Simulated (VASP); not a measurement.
Level of theory: optB88-vdW, VASP's PBE PAW potentials (set 64) (plane waves; VASP 6.6.1).

Input for VASP

POSCAR:
```
Re
1
    1.4043796310    -2.4324567558     0.0000000000
    1.4043796310     2.4324567558     0.0000000000
    0.0000000000     0.0000000000     4.5297622541
Re
2
Direct
  0.3333330000   0.6666670000   0.2500000000
  0.6666670000   0.3333330000   0.7500000000
```

**INCAR**
```
SYSTEM = Re
PREC = Accurate; ENCUT = 520; LREAL = .False.
LASPH = .True.
EDIFF = 1E-7; NELM = 100; ALGO = Normal
LMAXMIX = 6
ISMEAR = 1; SIGMA = 0.1
GGA = BO; LUSE_VDW = .True.; AGGAC = 0.0
PARAM1 = 0.1833333333; PARAM2 = 0.22
IBRION = 2; NSW = 30; ISIF = 4
EDIFFG = -0.01
LWAVE = .False.; LCHARG = .False.
```

KPOINTS:
```
Automatic mesh
0
Gamma
15 15 8
0 0 0
```

POTCAR, in this order: Re (PBE.64 set). Program: vasp_std.

What VASP printed:

File OSZICAR:
```
       N       E                     dE             d eps       ncg     rms          rms(c)
DAV:   1     0.347177761622E+02    0.34718E+02   -0.69129E+03  5369   0.157E+03
DAV:   2    -0.144651866571E+02   -0.49183E+02   -0.42626E+02  4740   0.321E+02
DAV:   3    -0.204388358254E+02   -0.59736E+01   -0.48670E+01  5122   0.232E+02
DAV:   4    -0.207853365326E+02   -0.34650E+00   -0.30107E+00  5378   0.272E+01
DAV:   5    -0.208022631391E+02   -0.16927E-01   -0.15998E-01  5298   0.344E+00    0.412E+01
DAV:   6    -0.197780262649E+02    0.10242E+01   -0.11518E+00  5538   0.343E+01    0.160E+01
DAV:   7    -0.194732320915E+02    0.30479E+00   -0.67447E-01  5770   0.249E+01    0.560E-01
DAV:   8    -0.194608042124E+02    0.12428E-01   -0.13534E-02  5883   0.194E+00    0.388E-01
DAV:   9    -0.194603138934E+02    0.49032E-03   -0.43959E-04  5037   0.188E-01    0.345E-02
DAV:  10    -0.194603448789E+02   -0.30985E-04   -0.48796E-05  5142   0.918E-02    0.129E-02
DAV:  11    -0.194603420775E+02    0.28014E-05   -0.89861E-07  4706   0.179E-02    0.210E-03
DAV:  12    -0.194603413515E+02    0.72598E-06   -0.58862E-08  2794   0.569E-03    0.701E-04
DAV:  13    -0.194603413538E+02   -0.23600E-08   -0.23927E-08  2661   0.729E-03
   1 F= -.19460341E+02 E0= -.19460645E+02  d E =-.194603E+02
       N       E                     dE             d eps       ncg     rms          rms(c)
DAV:   1    -0.194619227176E+02   -0.15814E-02   -0.14512E-01  4500   0.139E+01    0.203E-01
DAV:   2    -0.194607774188E+02    0.11453E-02   -0.16574E-03  5582   0.542E-01    0.101E-01
DAV:   3    -0.194604239257E+02    0.35349E-03   -0.79429E-04  5767   0.390E-01    0.163E-02
DAV:   4    -0.194604239041E+02    0.21614E-07   -0.23625E-05  4803   0.576E-02    0.704E-03
DAV:   5    -0.194604232673E+02    0.63674E-06   -0.22872E-07  3170   0.216E-02    0.300E-03
DAV:   6    -0.194604232237E+02    0.43605E-07   -0.90032E-08  2570   0.903E-03
   2 F= -.19460423E+02 E0= -.19460774E+02  d E =-.818699E-04
       N       E                     dE             d eps       ncg     rms          rms(c)
DAV:   1    -0.194609682893E+02   -0.54502E-03   -0.30378E-02  4476   0.641E+00    0.932E-02
DAV:   2    -0.194607281021E+02    0.24019E-03   -0.34791E-04  5556   0.248E-01    0.460E-02
DAV:   3    -0.194606559677E+02    0.72134E-04   -0.15919E-04  5756   0.175E-01    0.765E-03
DAV:   4    -0.194606560469E+02   -0.79187E-07   -0.47269E-06  4802   0.256E-02    0.320E-03
DAV:   5    -0.194606559791E+02    0.67798E-07   -0.31027E-08  2603   0.974E-03
   3 F= -.19460656E+02 E0= -.19460990E+02  d E =-.314625E-03
```

OUTCAR:
```
------------------------ aborting loop because EDIFF is reached ----------------------------------------
  FORCE on cell =-STRESS in cart. coord.  units (eV):
  Direction    XX          YY          ZZ          XY          YZ          ZX
  --------------------------------------------------------------------------------------
  Total       -1.9479647     -1.9479645     -1.9485144      0.0000000     -0.0000000      0.0000000
  in kB     -100.8455195   -100.8455102   -100.8739783      0.0000000     -0.0000000      0.0000000
  external PRESSURE =    -100.8550027 kB  Pullay stress =       0.0000000 kB
  volume of cell :       30.95
      direct lattice vectors                 reciprocal lattice vectors
     1.402748134 -2.429630926 -0.000000000     0.356443176 -0.205792573  0.000000000
     1.402748134  2.429630926  0.000000000     0.356443176  0.205792573 -0.000000000
     0.000000000  0.000000000  4.540305251     0.000000000 -0.000000000  0.220249508
 POSITION                                       TOTAL-FORCE (eV/Angst)
 -----------------------------------------------------------------------------------
      1.40275      0.80988      1.13508        -0.000000     -0.000000      0.000000
      1.40275     -0.80988      3.40523         0.000000      0.000000      0.000000
 -----------------------------------------------------------------------------------
    total drift:                                0.000000      0.000014     -0.000017
  FREE ENERGIE OF THE ION-ELECTRON SYSTEM (eV)
  ---------------------------------------------------
  free  energy   TOTEN  =       -19.4606559791 eV

  energy  without entropy=      -19.4616568712  energy(sigma->0) =      -19.46098961

 reached required accuracy - stopping structural energy minimisation
```
(Selected blocks of OUTCAR.)

CONTCAR:
```
Re
   1.00000000000000
     1.4027481336046010   -2.4296309258571531   -0.0000000000000000
     1.4027481336046010    2.4296309258571531    0.0000000000000000
     0.0000000000000000    0.0000000000000000    4.5403052512456128
  Re
     2
Direct
     0.3333330000000032    0.6666669999999968    0.2500000000000000
     0.6666669999999968    0.3333330000000032    0.7500000000000000
```

The compound is Re in the hcp structure. This cell is one point of a volume scan, at 1.03 of the reference volume. Symmetry was kept, so distortions that lower it aren't found.
